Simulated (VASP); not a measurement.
```
Sn
1.0
   -2.91500     2.91500     1.59000
    2.91500    -2.91500     1.59000
    2.91500     2.91500    -1.59000
Sn
2
Direct
  0.25000   0.75000   0.50000
  0.00000   0.00000   0.00000
```

These are LDA (Ceperley-Alder, Perdew-Zunger), VASP's LDA PAW potentials (set 64) (plane waves; VASP 6.6.1) values and carry that method's errors. Settings: 520 eV cut-off, 12×12×12 Γ-centred mesh, first-order Methfessel-Paxton smearing of 0.10 eV, potentials Sn_d.

Energy and stress use the plane-wave basis of the starting cell.

The ions, cell shape and volume are relaxed. What does this cell relax into?

```
Sn
1.0
   -2.88839     2.88839     1.56585
    2.88839    -2.88839     1.56585
    2.88839     2.88839    -1.56585
Sn
2
Direct
  0.25000   0.75000   0.50000
  0.00000   0.00000   0.00000
```
Space group I4_1/amd (141), at a tolerance of 0.03 Å.

How do energy and volume change from the first to the last step?

The energy (σ→0) changes by -5.2 meV/atom and the volume by -3.3 %, in 6 ionic steps.

The compound is Sn in the beta structure. This run relaxes it. Symmetry was kept, so distortions that lower it aren't found.
